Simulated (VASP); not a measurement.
Wanted: the native input for a VASP 6.6.1 run.

| Property | Result |
| --- | --- |
| Task | relaxation of cell and atoms |
| Functional | LDA |
| Potentials or basis | VASP PAW LDA potentials, release 64 (In_d, Sb) |
| Cutoff | 600 eV |
| k mesh | 10 × 10 × 10 |
| Occupations | gaussian, width 0.03 eV |
| Spin | no spin polarisation |
| Further INCAR settings | ALGO = Normal; EDIFF = 1e-06; IBRION = 2; EDIFFG = -0.01; NSW = 90; ISIF = 3 |

The structure of InSb lies in POSCAR:

```
InSb
1.0
    0.0000000000      3.2391000000      3.2391000000
    3.2391000000      0.0000000000      3.2391000000
    3.2391000000      3.2391000000      0.0000000000
In Sb
1 1
Direct
    0.0000000000      0.0000000000      0.0000000000
    0.2500000000      0.2500000000      0.2500000000
```

These files were run (other wordings do the same):

INCAR

```
ALGO     = Normal         # electronic algorithm
EDIFF    = 1E-6           # SCF threshold, eV
EDIFFG   = -0.01          # ionic threshold
ENCUT    = 600            # plane-wave cutoff, eV
IBRION   = 2              # ionic algorithm
ISIF     = 3              # what is computed and relaxed
ISMEAR   = 0              # smearing method
LASPH    = T              # aspherical terms in the spheres
LCHARG   = F              # write CHGCAR
LREAL    = F              # projectors in reciprocal space
LWAVE    = F              # write WAVECAR
NELM     = 80             # most SCF steps
NSW      = 90             # ionic steps
PREC     = Accurate       # precision mode
SIGMA    = 0.03           # smearing width, eV
```

KPOINTS

```
k-points
0
Gamma
  10 10 10
```

Potentials or basis: VASP PAW LDA potentials, release 64 (In_d, Sb).

The run is started by

```bash
$ cat potpaw_LDA.64/In_d/POTCAR potpaw_LDA.64/Sb/POTCAR > POTCAR
$ mpirun -np 1 vasp_std > vasp.out
```

It gave:

The relaxed volume is 33.62 Å³/atom and the relaxed cell is a = 4.564 Å, b = 4.564 Å, c = 4.564 Å, α = 60.00°, β = 60.00°, γ = 60.00°. The space group after relaxing (to 0.05 Å) is F-43m (No. 216). The energy gained by relaxing is 0.6 meV/atom. The ionic steps are 3 and the pressure after relaxing is 0.0 GPa. The band gap on the k mesh is none (metal or under the smearing width).

Caveat: this crystal is a semiconductor, whose small gap the functional closes, so the metal is an error of the method.

It took 40 s on 1 thread of Intel(R) Xeon(R) 6975P-C (Granite Rapids) (shared host), peak memory 0.23 GiB.
